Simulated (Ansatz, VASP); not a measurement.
## BaBr: VASP beside Ansatz

```
CELL_PARAMETERS angstrom
4.27590 0.00000 0.00000
-2.13795 3.70304 0.00000
0.00000 0.00000 9.38723
ATOMIC_POSITIONS crystal
Ba 0.00000 0.00000 0.50000
Ba 0.00000 0.00000 0.00000
Br 0.33333 0.66667 0.25000
Br 0.66667 0.33333 0.75000
```

Change from the starting cell: species swapped into the NiBi type (P6_3/mmc, No. 194).

Alike in both runs: functional PBE; k mesh 6 × 6 × 4; occupations gaussian, width 0.1 eV; no spin polarisation.

Ansatz relaxed the structure, and its values are those at the end. VASP's run is a single point on that final structure, the one shown.

|  | VASP | Ansatz |
| --- | --- | --- |
| version | VASP 6.6.1 | Ansatz 0.2.0 |
| potentials or method | VASP PAW PBE potentials, release 64 (Ba_sv, Br) | scalar-relativistic, plane waves, PAW |
| plane-wave cutoff (eV) | 520 | 420 |
| valence electrons in the cell | 34 | 34 |

Ansatz gave:

| Quantity | Value |
| --- | --- |
| gap on the k mesh at the Fermi level (eV) | none |
| pressure (GPa) | 0.1 |

Which values does VASP return?

gap on the k mesh at the Fermi level (eV): none; pressure (GPa): 0.5.

A gap of «none» marks a metal or a gap that the smearing closes. With one functional, cell and mesh, what is left measures potentials, basis and numerics.

The runs have no spin-orbit coupling, so splittings on Ba are missing.
